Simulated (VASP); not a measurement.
# How plane-wave cutoff and smearing change a VASP run on BaC2, part 2 of 3

How sensitive are energy, pressure and forces of BaC2 to the plane-wave cutoff and smearing? The atoms are off their equilibrium sites, so that forces can be compared too. The series runs use r2SCAN. The atoms of the start are displaced at random from the sites of a I4/mmm cell.

VASP 6.6.1; r2SCAN; plane waves and PAW (Ba_sv, C).

So far. Step 5 (Plane-wave cutoff: ENCUT = 400): Against the run before the energy moves by +4.02 meV an atom and the pressure by +0.85 GPa, after 14 cycles in 36 s.

## 6. Plane-wave cutoff: ENCUT = 460

INCAR

```
SYSTEM = BaC2
PREC = Accurate
ENCUT = 460
EDIFF = 1E-06
NELM = 100
ISMEAR = -1
SIGMA = 0.05
LREAL = .FALSE.
ALGO = Normal
METAGGA = R2SCAN
LASPH = .TRUE.
NBANDS = 15
LORBIT = 11
LWAVE = .FALSE.
LCHARG = .FALSE.
KPAR = 4
ISIF = 2
```

POSCAR

```
BaC2
1.0
   -2.2035210000      2.2035210000      3.6344930000
    2.2035210000     -2.2035210000      3.6344930000
    2.2035210000      2.2035210000     -3.6344930000
Ba C
1 2
Direct
    0.0072440000     -0.0159100000     -0.0003550000
    0.5769220000      0.5864340000     -0.0013630000
    0.4056860000      0.4128620000      0.0033640000
```

KPOINTS

```
Automatic mesh
0
Gamma
6 6 7
0 0 0
```

The projector-augmented-wave data sets are Ba_sv and C (PBE family, release 64).

Run with:

```sh
$ mpirun -np 4 vasp_std
```

The program printed:

```text
[... set-up lines as in an earlier step ...]
 entering main loop
       N       E                     dE             d eps       ncg     rms          rms(c)
DAV:   1     0.495682928024E+02    0.49568E+02   -0.77927E+03  3840   0.978E+02
DAV:   2    -0.480355198688E+02   -0.97604E+02   -0.91537E+02  5260   0.191E+02
DAV:   3    -0.534551365995E+02   -0.54196E+01   -0.54013E+01  5482   0.474E+01
DAV:   4    -0.535441310697E+02   -0.88994E-01   -0.88967E-01  5242   0.590E+00
[...]
DAV:  12    -0.465057038103E+02    0.17443E-05   -0.73151E-05  5605   0.558E-02    0.119E-02
DAV:  13    -0.465057015233E+02    0.22871E-05   -0.13064E-05  5071   0.237E-02    0.312E-03
DAV:  14    -0.465057011958E+02    0.32744E-06   -0.13984E-06  3909   0.829E-03
   1 F= -.46505701E+02 E0= -.46505701E+02  d E =-.518157E-09
```

Wall time 62 s (4 MPI ranks of Intel Xeon 6975P-C (Granite Rapids), shared host); peak memory 1.1 GiB; 3.5 min of CPU time.

From OUTCAR (step 6):

```text
  Total       -0.0758367     -0.0735394     -1.2169277     -0.0790904     -0.0163196     -0.0035815
  in kB       -1.7212801     -1.6691394    -27.6208561     -1.7951315     -0.3704084     -0.0812899
  external PRESSURE =     -10.3370919 kB  Pullay stress =       0.0000000 kB

 POSITION                                       TOTAL-FORCE (eV/Angst)
 -----------------------------------------------------------------------------------
      4.35524      0.05024     -0.03021         0.145658     -0.134257     -0.017939
      2.22148      2.17956      0.59867        -0.065568      0.090848     -0.986425
      0.02323     -0.00840      2.96278        -0.080090      0.043410      1.004364
 -----------------------------------------------------------------------------------
    total drift:                               -0.000175      0.000156     -0.000078

  FREE ENERGIE OF THE ION-ELECTRON SYSTEM (eV)
  ---------------------------------------------------
  free  energy   TOTEN  =       -46.5057011958 eV

  energy  without entropy=      -46.5057011953  energy(sigma->0) =      -46.50570120

[... 1 part as in an earlier step ...]

[... 2 further parts left out ...]
[key lines of the parts left out:]
E-fermi :   1.1109
```

Against the run before the energy moves by +4.35 meV an atom and the pressure by +0.47 GPa, after 14 cycles in 62 s.

## 7. Plane-wave cutoff: ENCUT = 520

INCAR, as its differences from that of step 6:

```diff
@@ -2,3 +2,3 @@
 PREC = Accurate
-ENCUT = 460
+ENCUT = 520
 EDIFF = 1E-06
```

POSCAR is that of step 6.

KPOINTS is that of step 6.

Run with:

```sh
$ mpirun -np 4 vasp_std
```

The program printed:

```text
[... set-up lines as in an earlier step ...]
 entering main loop
       N       E                     dE             d eps       ncg     rms          rms(c)
DAV:   1     0.570395787798E+02    0.57040E+02   -0.84099E+03  3840   0.108E+03
DAV:   2    -0.473902500571E+02   -0.10443E+03   -0.97479E+02  5306   0.199E+02
DAV:   3    -0.534473907778E+02   -0.60571E+01   -0.60344E+01  5386   0.504E+01
DAV:   4    -0.535415923523E+02   -0.94202E-01   -0.94163E-01  5303   0.628E+00
[...]
DAV:  12    -0.465016435486E+02    0.82782E-06   -0.70935E-05  5615   0.562E-02    0.121E-02
DAV:  13    -0.465016410045E+02    0.25441E-05   -0.14246E-05  4895   0.249E-02    0.288E-03
DAV:  14    -0.465016407192E+02    0.28536E-06   -0.16227E-06  4320   0.892E-03
   1 F= -.46501641E+02 E0= -.46501641E+02  d E =-.517814E-09
```

The job ended after 62 s (4 MPI ranks; peak memory 1.2 GiB; 3.5 min of CPU time).

From OUTCAR (step 7):

```text
  Total       -0.0565448     -0.0542468     -1.2006644     -0.0793276     -0.0161893     -0.0034857
  in kB       -1.2834095     -1.2312517    -27.2517241     -1.8005148     -0.3674509     -0.0791155
  external PRESSURE =      -9.9221284 kB  Pullay stress =       0.0000000 kB

 POSITION                                       TOTAL-FORCE (eV/Angst)
 -----------------------------------------------------------------------------------
      4.35524      0.05024     -0.03021         0.145427     -0.134050     -0.017934
      2.22148      2.17956      0.59867        -0.065476      0.090719     -0.986836
      0.02323     -0.00840      2.96278        -0.079951      0.043330      1.004770
 -----------------------------------------------------------------------------------
    total drift:                               -0.000174      0.000143     -0.000118

  FREE ENERGIE OF THE ION-ELECTRON SYSTEM (eV)
  ---------------------------------------------------
  free  energy   TOTEN  =       -46.5016407192 eV

  energy  without entropy=      -46.5016407187  energy(sigma->0) =      -46.50164072

[... 1 part as in an earlier step ...]

[... 2 further parts left out ...]
[key lines of the parts left out:]
E-fermi :   1.1101
```

Against the run before the energy moves by +1.35 meV an atom and the pressure by +0.04 GPa, after 14 cycles in 62 s.

## 8. Plane-wave cutoff: ENCUT = 640

INCAR, as its differences from that of step 7:

```diff
@@ -2,3 +2,3 @@
 PREC = Accurate
-ENCUT = 520
+ENCUT = 640
 EDIFF = 1E-06
```

POSCAR is that of step 7.

KPOINTS is that of step 7.

Run with:

```sh
$ mpirun -np 4 vasp_std
```

The program printed:

```text
[... set-up lines as in an earlier step ...]
 entering main loop
       N       E                     dE             d eps       ncg     rms          rms(c)
DAV:   1     0.670523433918E+02    0.67052E+02   -0.94138E+03  3840   0.127E+03
DAV:   2    -0.465146907789E+02   -0.11357E+03   -0.10596E+03  5277   0.214E+02
DAV:   3    -0.534271918069E+02   -0.69125E+01   -0.68828E+01  5382   0.551E+01
DAV:   4    -0.535464238645E+02   -0.11923E+00   -0.11919E+00  5515   0.704E+00
[...]
DAV:  12    -0.465072057214E+02    0.43136E-06   -0.71398E-05  5665   0.583E-02    0.118E-02
DAV:  13    -0.465072033000E+02    0.24214E-05   -0.13902E-05  4901   0.248E-02    0.287E-03
DAV:  14    -0.465072030105E+02    0.28946E-06   -0.14685E-06  4227   0.891E-03
   1 F= -.46507203E+02 E0= -.46507203E+02  d E =-.513390E-09
```

The job ended after 92 s (4 MPI ranks; peak memory 1.5 GiB; 5.4 min of CPU time).

From OUTCAR (step 8):

```text
  Total       -0.0964464     -0.0941313     -1.2595660     -0.0793697     -0.0159415     -0.0034371
  in kB       -2.1890647     -2.1365176    -28.5886276     -1.8014703     -0.3618264     -0.0780128
  external PRESSURE =     -10.9714033 kB  Pullay stress =       0.0000000 kB

 POSITION                                       TOTAL-FORCE (eV/Angst)
 -----------------------------------------------------------------------------------
      4.35524      0.05024     -0.03021         0.145412     -0.134013     -0.017830
      2.22148      2.17956      0.59867        -0.065395      0.090768     -0.993983
      0.02323     -0.00840      2.96278        -0.080017      0.043245      1.011813
 -----------------------------------------------------------------------------------
    total drift:                               -0.000143      0.000142      0.000163

  FREE ENERGIE OF THE ION-ELECTRON SYSTEM (eV)
  ---------------------------------------------------
  free  energy   TOTEN  =       -46.5072030105 eV

  energy  without entropy=      -46.5072030100  energy(sigma->0) =      -46.50720301

[... 1 part as in an earlier step ...]

[... 2 further parts left out ...]
[key lines of the parts left out:]
E-fermi :   1.1095
```

Against the run before the energy moves by -1.85 meV an atom and the pressure by -0.10 GPa, after 14 cycles in 92 s.

## 9. Plane-wave cutoff: ENCUT = 800

INCAR, as its differences from that of step 8:

```diff
@@ -2,3 +2,3 @@
 PREC = Accurate
-ENCUT = 640
+ENCUT = 800
 EDIFF = 1E-06
```

POSCAR is that of step 8.

KPOINTS is that of step 8.

Run with:

```sh
$ mpirun -np 4 vasp_std
```

The program printed:

```text
[... set-up lines as in an earlier step ...]
 entering main loop
       N       E                     dE             d eps       ncg     rms          rms(c)
DAV:   1     0.803628364421E+02    0.80363E+02   -0.10607E+04  3840   0.152E+03
DAV:   2    -0.455144767502E+02   -0.12588E+03   -0.11660E+03  5329   0.229E+02
DAV:   3    -0.534220048636E+02   -0.79075E+01   -0.78705E+01  5428   0.597E+01
DAV:   4    -0.535534722280E+02   -0.13147E+00   -0.13141E+00  5483   0.754E+00
[...]
DAV:  12    -0.465152778809E+02    0.13084E-06   -0.72798E-05  5586   0.608E-02    0.121E-02
DAV:  13    -0.465152752755E+02    0.26054E-05   -0.15153E-05  4922   0.262E-02    0.279E-03
DAV:  14    -0.465152750007E+02    0.27482E-06   -0.16004E-06  4326   0.952E-03
   1 F= -.46515275E+02 E0= -.46515275E+02  d E =-.510814E-09
```

The job ended after 2.6 min (4 MPI ranks; peak memory 2 GiB; 9.4 min of CPU time).

From OUTCAR (step 9):

```text
  Total       -0.0730914     -0.0708465     -1.2387293     -0.0799454     -0.0149800     -0.0024989
  in kB       -1.6589693     -1.6080165    -28.1156917     -1.8145373     -0.3400042     -0.0567175
  external PRESSURE =     -10.4608925 kB  Pullay stress =       0.0000000 kB

 POSITION                                       TOTAL-FORCE (eV/Angst)
 -----------------------------------------------------------------------------------
      4.35524      0.05024     -0.03021         0.144899     -0.133569     -0.017929
      2.22148      2.17956      0.59867        -0.065123      0.090620     -1.002015
      0.02323     -0.00840      2.96278        -0.079776      0.042949      1.019945
 -----------------------------------------------------------------------------------
    total drift:                               -0.000077      0.000052     -0.000027

  FREE ENERGIE OF THE ION-ELECTRON SYSTEM (eV)
  ---------------------------------------------------
  free  energy   TOTEN  =       -46.5152750007 eV

  energy  without entropy=      -46.5152750002  energy(sigma->0) =      -46.51527500

[... 1 part as in an earlier step ...]

[... 2 further parts left out ...]
[key lines of the parts left out:]
E-fermi :   1.1086
```

Against the run before the energy moves by -2.69 meV an atom and the pressure by +0.05 GPa, after 14 cycles in 2.6 min.

## 10. The plane-wave cutoff series as a table

This step: convergence of r2SCAN results with the cutoff; plane waves and PAW (VASP 6.6.1).

This step runs nothing: it gathers the runs above.

Differences are taken from the run with ENCUT = 800. Results of the series, by row:

| setting | status | energy less the reference (meV/atom) | pressure (GPa) | largest force difference (meV/Å) | gap (eV) | SCF cycles | wall time (s) |
| --- | --- | --- | --- | --- | --- | --- | --- |
| ENCUT = 240 | converged | -36.83 | -10.97 | 460.7 | 1.828 | 14 | 14.6 |
| ENCUT = 300 | converged | -16.32 | -5.253 | 353.8 | 1.893 | 14 | 36 |
| ENCUT = 360 | converged | -5.18 | -2.346 | 96.54 | 1.92 | 14 | 50 |
| ENCUT = 400 | converged | -1.157 | -1.499 | 30.64 | 1.925 | 14 | 36 |
| ENCUT = 460 | converged | 3.191 | -1.034 | 15.59 | 1.926 | 14 | 62 |
| ENCUT = 520 | converged | 4.545 | -0.9922 | 15.18 | 1.926 | 14 | 62 |
| ENCUT = 640 | converged | 2.691 | -1.097 | 8.132 | 1.927 | 14 | 92 |
| ENCUT = 800 | converged | 0 | -1.046 | 0 | 1.927 | 14 | 155 |

## 11. Smearing: ISMEAR = -1, SIGMA = 0.01

This step: r2SCAN; plane waves and PAW (Ba_sv, C) (VASP 6.6.1).

With a gap, smearing should do nothing until its tail reaches across the gap.

INCAR, as its differences from that of step 9:

```diff
@@ -2,3 +2,3 @@
 PREC = Accurate
-ENCUT = 800
+ENCUT = 520
 EDIFF = 1E-06
@@ -6,3 +6,3 @@
 ISMEAR = -1
-SIGMA = 0.05
+SIGMA = 0.01
 LREAL = .FALSE.
```

POSCAR is that of step 9.

KPOINTS is that of step 9.

Run with:

```sh
$ mpirun -np 4 vasp_std
```

The program printed:

```text
[... set-up lines as in an earlier step ...]
 entering main loop
       N       E                     dE             d eps       ncg     rms          rms(c)
DAV:   1     0.570449729359E+02    0.57045E+02   -0.84099E+03  3840   0.108E+03
DAV:   2    -0.473902500571E+02   -0.10444E+03   -0.97491E+02  5306   0.199E+02
DAV:   3    -0.534473907777E+02   -0.60571E+01   -0.60344E+01  5386   0.504E+01
DAV:   4    -0.535415923524E+02   -0.94202E-01   -0.94163E-01  5303   0.628E+00
[... 2 cycles as in an earlier step ...]
DAV:   7    -0.464715570557E+02    0.19549E+00   -0.23734E+00  5261   0.854E+00    0.203E+00
DAV:   8    -0.465119435713E+02   -0.40387E-01   -0.33817E-01  4582   0.376E+00    0.803E-01
DAV:   9    -0.465013563718E+02    0.10587E-01   -0.44055E-02  5100   0.142E+00    0.176E-01
DAV:  10    -0.465016390048E+02   -0.28263E-03   -0.15689E-02  5968   0.718E-01    0.128E-01
DAV:  11    -0.465016443763E+02   -0.53715E-05   -0.13304E-03  4575   0.253E-01    0.265E-02
DAV:  12    -0.465016435485E+02    0.82779E-06   -0.70935E-05  5615   0.562E-02    0.121E-02
DAV:  13    -0.465016410045E+02    0.25440E-05   -0.14246E-05  4895   0.249E-02    0.288E-03
[... 1 cycle as in an earlier step ...]
   1 F= -.46501641E+02 E0= -.46501641E+02  d E =-.877499E-15
```

It took 59 s on 4 MPI ranks; peak memory 1.2 GiB; 3.6 min of CPU time.

From OUTCAR (step 11):

```text
   ENCUT  =  520.0 eV  38.22 Ry    6.18 a.u.   8.90  8.90  8.90*2*pi/ulx,y,z

   NELECT =      18.0000    total number of electrons

 E-fermi :   0.3771

 k-point     1 :       0.0000    0.0000    0.0000
  band No.  band energies     occupation
    ...
      5     -11.2552      2.00000
      6      -2.7428      2.00000
      7      -1.5574      2.00000
      8      -0.6496      2.00000
      9      -0.6400      2.00000
     10       3.7423      0.00000
     11       3.7458      0.00000
     12       4.4197      0.00000
     13       5.4777      0.00000
     14       6.6942      0.00000
    ...

  Total       -0.0565448     -0.0542468     -1.2006644     -0.0793276     -0.0161892     -0.0034857
  in kB       -1.2834095     -1.2312515    -27.2517241     -1.8005146     -0.3674504     -0.0791153
  external PRESSURE =      -9.9221283 kB  Pullay stress =       0.0000000 kB

  energy  without entropy=      -46.5016407192  energy(sigma->0) =      -46.50164072

[... 8 parts as in an earlier step ...]

[... 10 further parts left out ...]
```

Numbers from this step:

```yaml
free_energy_toten: -46.50 eV
fermi_energy: 0.3771 eV
pressure: -0.9922 GPa
gap_on_the_k_mesh: 1.926 eV
least_direct_gap_on_the_k_mesh: 2.610 eV
```

The series starts at -15.5005 eV an atom and -0.99 GPa, after 14 cycles in 59 s. The entropy term T·S comes to 0.00 meV an atom in size.

## 12. Smearing: ISMEAR = -1, SIGMA = 0.05

INCAR, as its differences from that of step 11:

```diff
@@ -6,3 +6,3 @@
 ISMEAR = -1
-SIGMA = 0.01
+SIGMA = 0.05
 LREAL = .FALSE.
```

POSCAR is that of step 11.

KPOINTS is that of step 11.

Run with:

```sh
$ mpirun -np 4 vasp_std
```

The program printed:

```text
[... set-up lines as in an earlier step ...]
 entering main loop
       N       E                     dE             d eps       ncg     rms          rms(c)
[... 14 cycles as in an earlier step ...]
   1 F= -.46501641E+02 E0= -.46501641E+02  d E =-.517814E-09
```

The job ended after 59 s (4 MPI ranks; peak memory 1.2 GiB; 3.6 min of CPU time).

Parts of OUTCAR (step 12):

```text
[... 6 parts as in an earlier step ...]

[... 1 further part left out ...]
[key lines of the parts left out:]
E-fermi :   1.1101
```

Against the run before the energy at zero width stays within 0.01 meV an atom and the pressure within 0.01 GPa, after 14 cycles in 59 s. The entropy term T·S comes to 0.00 meV an atom in size.

## 13. Smearing: ISMEAR = -1, SIGMA = 0.1

INCAR, as its differences from that of step 12:

```diff
@@ -6,3 +6,3 @@
 ISMEAR = -1
-SIGMA = 0.05
+SIGMA = 0.1
 LREAL = .FALSE.
```

POSCAR is that of step 12.

KPOINTS is that of step 12.

Run with:

```sh
$ mpirun -np 4 vasp_std
```

The program printed:

```text
[... set-up lines as in an earlier step ...]
 entering main loop
       N       E                     dE             d eps       ncg     rms          rms(c)
DAV:   1     0.570265669725E+02    0.57027E+02   -0.84099E+03  3840   0.108E+03
DAV:   2    -0.473902500587E+02   -0.10442E+03   -0.97439E+02  5306   0.199E+02
DAV:   3    -0.534473907784E+02   -0.60571E+01   -0.60344E+01  5386   0.504E+01
DAV:   4    -0.535415923528E+02   -0.94202E-01   -0.94163E-01  5303   0.628E+00
[...]
DAV:  12    -0.465016447122E+02    0.82907E-06   -0.70952E-05  5615   0.562E-02    0.121E-02
DAV:  13    -0.465016421654E+02    0.25468E-05   -0.14257E-05  4895   0.249E-02    0.288E-03
DAV:  14    -0.465016418801E+02    0.28524E-06   -0.16237E-06  4320   0.892E-03
   1 F= -.46501642E+02 E0= -.46501635E+02  d E =-.131411E-04
```

Run time: 54 s. Hardware: 4 MPI ranks; peak memory 1.2 GiB; 3.5 min of CPU time.

OUTCAR, selected parts (step 13):

```text
  Total       -0.0565580     -0.0542600     -1.2006692     -0.0793274     -0.0161889     -0.0034856
  in kB       -1.2837083     -1.2315503    -27.2518342     -1.8005098     -0.3674419     -0.0791129
  external PRESSURE =      -9.9223643 kB  Pullay stress =       0.0000000 kB

 POSITION                                       TOTAL-FORCE (eV/Angst)
 -----------------------------------------------------------------------------------
      4.35524      0.05024     -0.03021         0.145428     -0.134051     -0.017934
      2.22148      2.17956      0.59867        -0.065477      0.090720     -0.986819
      0.02323     -0.00840      2.96278        -0.079951      0.043331      1.004753
 -----------------------------------------------------------------------------------
    total drift:                               -0.000174      0.000143     -0.000118

  FREE ENERGIE OF THE ION-ELECTRON SYSTEM (eV)
  ---------------------------------------------------
  free  energy   TOTEN  =       -46.5016418801 eV

  energy  without entropy=      -46.5016287390  energy(sigma->0) =      -46.50163531

[... 2 parts as in an earlier step ...]

[... 1 further part left out ...]
[key lines of the parts left out:]
E-fermi :   1.1964
```

Against the run before the energy at zero width stays within 0.01 meV an atom and the pressure within 0.01 GPa, after 14 cycles in 54 s. The entropy term T·S comes to 0.00 meV an atom in size.

## 14. Smearing: ISMEAR = -1, SIGMA = 0.2

INCAR, as its differences from that of step 13:

```diff
@@ -6,3 +6,3 @@
 ISMEAR = -1
-SIGMA = 0.1
+SIGMA = 0.2
 LREAL = .FALSE.
```

POSCAR is that of step 13.

KPOINTS is that of step 13.

Run with:

```sh
$ mpirun -np 4 vasp_std
```

The program printed:

```text
[... set-up lines as in an earlier step ...]
 entering main loop
       N       E                     dE             d eps       ncg     rms          rms(c)
DAV:   1     0.569800071722E+02    0.56980E+02   -0.84099E+03  3840   0.108E+03
DAV:   2    -0.473902687148E+02   -0.10437E+03   -0.97368E+02  5306   0.199E+02
DAV:   3    -0.534474025265E+02   -0.60571E+01   -0.60344E+01  5386   0.504E+01
DAV:   4    -0.535416042185E+02   -0.94202E-01   -0.94163E-01  5303   0.628E+00
[...]
DAV:  12    -0.465021648184E+02    0.89433E-06   -0.71972E-05  5621   0.566E-02    0.125E-02
DAV:  13    -0.465021620303E+02    0.27882E-05   -0.15229E-05  4887   0.257E-02    0.287E-03
DAV:  14    -0.465021617506E+02    0.27968E-06   -0.17351E-06  4405   0.919E-03
   1 F= -.46502162E+02 E0= -.46500380E+02  d E =-.356302E-02
```

It took 54 s on 4 MPI ranks; peak memory 1.2 GiB.

Parts of OUTCAR (step 14):

```text
  Total       -0.0592838     -0.0569851     -1.2007506     -0.0793152     -0.0161377     -0.0034794
  in kB       -1.3455758     -1.2934020    -27.2536811     -1.8002338     -0.3662802     -0.0789716
  external PRESSURE =      -9.9642196 kB  Pullay stress =       0.0000000 kB

 POSITION                                       TOTAL-FORCE (eV/Angst)
 -----------------------------------------------------------------------------------
      4.35524      0.05024     -0.03021         0.145660     -0.134263     -0.017962
      2.22148      2.17956      0.59867        -0.065593      0.090826     -0.982981
      0.02323     -0.00840      2.96278        -0.080067      0.043437      1.000943
 -----------------------------------------------------------------------------------
    total drift:                               -0.000172      0.000143     -0.000117

  FREE ENERGIE OF THE ION-ELECTRON SYSTEM (eV)
  ---------------------------------------------------
  free  energy   TOTEN  =       -46.5021617506 eV

  energy  without entropy=      -46.4985987339  energy(sigma->0) =      -46.50038024

[... 2 parts as in an earlier step ...]

[... 1 further part left out ...]
[key lines of the parts left out:]
E-fermi :   1.3337
```

Against the run before the energy at zero width moves by +0.42 meV an atom while the pressure stays within 0.01 GPa, after 14 cycles in 54 s. The entropy term T·S comes to 1.19 meV an atom in size.

[end of part 2 of 3]

[Lines on the potential files, build, host, timing and source positions are cut from VASP's logs without a mark.]

[Logs are printed without paths, hosts, clocks, repeated set-up lines and the standing remarks that a program may print on its own settings, such as how far it seeks lower states.]

[Hosts, paths, dates, database ids (printed as entryN), source tags and the programs' standing remarks are cut or masked in the printed files.]

[A measured line is paired with the nearest computed mode of its activity, which favours agreement.]
